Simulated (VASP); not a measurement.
```xyz
1
Lattice="0.0000 2.0773 2.0773 2.0773 0.0000 2.0773 2.0773 2.0773 0.0000" Properties=species:S:1:pos:R:3 pbc="T T T"
Au     0.0000     0.0000     0.0000
```

Level of theory: PBE GGA, VASP's PBE PAW potentials (set 64) (plane waves; VASP). Run with 480 eV cut-off, 14×14×14 Γ-centred mesh, first-order Methfessel-Paxton smearing of 0.10 eV, potentials Au.

Energy and stress use the plane-wave basis of the starting cell.

### Question
The ions, cell shape and volume at an external pressure of 30.0 GPa are relaxed. Give the cell that the relaxation ends in.

### Answer

```xyz
1
Lattice="0.0000 1.9824 1.9824 1.9824 0.0000 1.9824 1.9824 1.9824 0.0000" Properties=species:S:1:pos:R:3 pbc="T T T"
Au     0.0000     0.0000     0.0000
```
Space group Fm-3m (225), at a tolerance of 0.03 Å.

### Question
How do energy and volume change from the first to the last step?

### Answer
The energy (σ→0) changes by +187.7 meV/atom and the volume by -13.1 %, in 5 ionic steps.

The compound is Au in the fcc structure. This run relaxes it under an external pressure of 30 GPa. Symmetry was kept, so distortions that lower it aren't found.
